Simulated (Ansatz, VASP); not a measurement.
## One calculation of TiOs, two programs

INCAR

```
SYSTEM = TiOs
PREC = Accurate ; ENCUT = 600
EDIFF = 1E-7 ; ISMEAR = 0
SIGMA = 0.1 ; LREAL = .FALSE.
LASPH = .TRUE. ; NELM = 60
ALGO = Fast ; ISIF = 3
LWAVE = .FALSE. ; LCHARG = .FALSE.
IBRION = 2 ; NSW = 100
EDIFFG = -0.005
```

The input KPOINTS:

```
regular mesh
0
G
  14 14 14
  0 0 0
```

File POSCAR:

```
TiOs
1.0
    3.0398976908      0.0000000000      0.0000000000
    0.0000000000      3.0398976908      0.0000000000
    0.0000000000      0.0000000000      3.0398976908
Ti Os
1 1
Direct
    0.5000000000      0.5000000000      0.5000000000
    0.0000000000      0.0000000000      0.0000000000
```

Input for Ansatz:

```yaml
crystal:
  lattice:
    - [3.0398976908, 0.0, 0.0]
    - [0.0, 3.0398976908, 0.0]
    - [0.0, 0.0, 3.0398976908]
  atoms:
    - { symbol: Ti, position: [0.5, 0.5, 0.5] }
    - { symbol: Os, position: [0.0, 0.0, 0.0] }
basis:
  ecutwfc: 420
kpoints:
  mp_grid: { grid: [14, 14, 14] }
hamiltonian:
  xc: lda
scf:
  occupations: { method: gaussian, width: 0.1 }
output:
  forces: true
  stress: true
  eigenvalues: true
relax:
  adjacent_minimum: "off"
  f_tol: 0.005
  max_steps: 80
  cell: { stress_tol: 0.05 }
```

Alike in both runs: task relaxation of cell and atoms; functional LDA; k mesh 14 × 14 × 14; occupations gaussian, width 0.1 eV; no spin polarisation.

```csv
,VASP,Ansatz
version,VASP 6.6.1,Ansatz 0.2.0
potentials or method,"VASP PAW LDA potentials, release 64 (Ti_sv, Os)","scalar-relativistic, plane waves, PAW"
plane-wave cutoff (eV),600,420
valence electrons in the cell,20,28
```

```tsv
	VASP	Ansatz	Ansatz less VASP
gap on the k mesh at the Fermi level, each at its own relaxed structure (eV)	none	none	-
relaxed volume (Å³/atom)	14.07	14.05	-0.026
relaxed cell length with the largest relative difference (Å)	3.042	3.040	-0.0019
```

A gap of «none» marks a metal or a gap that the smearing closes. The two sets of potentials don't hold the same shells in valence.

The runs have no spin-orbit coupling, so splittings on Os are missing.
